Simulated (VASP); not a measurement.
Computed with PBE GGA, VASP's PBE PAW potentials (set 64) (plane waves; VASP).

VASP input:

POSCAR:
```
SiRu
1
    4.7627490000     0.0000000000     0.0000000000
    0.0000000000     4.7627490000     0.0000000000
    0.0000000000     0.0000000000     4.7627490000
Si Ru
4 4
Direct
  0.1624200000   0.3375800000   0.6624200000
  0.3375800000   0.6624200000   0.1624200000
  0.6624200000   0.1624200000   0.3375800000
  0.8375800000   0.8375800000   0.8375800000
  0.8705900000   0.6294100000   0.3705900000
  0.6294100000   0.3705900000   0.8705900000
  0.3705900000   0.8705900000   0.6294100000
  0.1294100000   0.1294100000   0.1294100000
```

INCAR:
```
# general
SYSTEM  = SiRu
PREC    = Accurate
ENCUT   = 210
LREAL   = .FALSE.
LASPH   = .TRUE.

# electronic loop
EDIFF   = 1E-6
NELM    = 100
ALGO    = Normal
LMAXMIX = 4

# smearing
ISMEAR  = 0
SIGMA   = 0.02

# functional
GGA     = PE

# ions
IBRION  = 2
NSW     = 50
ISIF    = 3
EDIFFG  = -0.01

# output
LWAVE   = .FALSE.
LCHARG  = .FALSE.
```

### KPOINTS
```
Automatic mesh
0
Gamma
4 4 4
0.5 0.5 0.5
```

POTCAR, in this order: Si Ru_pv (PBE.64 set). Program: vasp_std.

Task: What will the output report for the number of irreducible k-points (NKPTS), largest plane-wave count, number of space-group operations, FFT grid (NGX, NGY, NGZ)?

Result: 
| Item | Result |
|---|---|
| number of irreducible k-points (NKPTS) | 4 |
| largest plane-wave count | 748 |
| number of space-group operations | 12 |
| FFT grid (NGX, NGY, NGZ) | 24 × 24 × 24 |

The structure comes from a computed database's SiRu entry; how it stands against other phases isn't given here. This run relaxes it. Symmetry was kept, so distortions that lower it aren't found. The run is one of a series of settings (EDIFFG = -0.01, ENCUT = 210, IBRION = 2, ISIF = 3, NSW = 50, KPOINTS 4×4×4 Γ-centred mesh shifted by (0.5, 0.5, 0.5) against the base run), some of them coarse on purpose.
